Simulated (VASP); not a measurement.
ZnBr, 2 atoms in the cell. The structure is hexagonal, space group P6/mmm (No. 191). The conventional cell has a = 4.919 Å, b = 4.919 Å, c = 4.986 Å, α = 90.00°, β = 90.00°, γ = 120.00°. Around Zn (site symmetry 6/mmm) lie 2 Br at 2.49 Å. Br (site symmetry 6/mmm) is surrounded by 2 Zn at 2.49 Å. The cell was built by a generator and needn't be a form met in nature.

| Property | Result |
| --- | --- |
| Program | VASP 6.6.1 |
| Task | relaxation of cell and atoms |
| Functional | PBE |
| Potentials or basis | VASP PAW PBE potentials, release 64 (Zn, Br) |
| Cutoff | 600 eV |
| k mesh | 6 × 6 × 6 |
| Occupations | gaussian, width 0.05 eV |
| Spin | no spin polarisation |
| Further INCAR settings | ALGO = Normal; EDIFF = 1e-06; IBRION = 2; EDIFFG = -0.005; NSW = 60; ISIF = 3 |

Potentials or basis: VASP PAW PBE potentials, release 64 (Zn, Br).

Command:

```bash
$ cat potpaw_PBE.64/Zn/POTCAR potpaw_PBE.64/Br/POTCAR > POTCAR
$ mpirun -np 1 vasp_std > vasp.out
```

Hardware: 1 thread of Intel(R) Xeon(R) Platinum 8259CL CPU @ 2.50GHz (Skylake/Cascade Lake) (shared host).

Q: Estimate the wall time of this run.

A: Run time: 8.7 min on 1 thread of Intel(R) Xeon(R) Platinum 8259CL CPU @ 2.50GHz (Skylake/Cascade Lake) (shared host), peak memory 0.28 GiB. Counts: scf iterations 193, k points 28, ion steps 29.
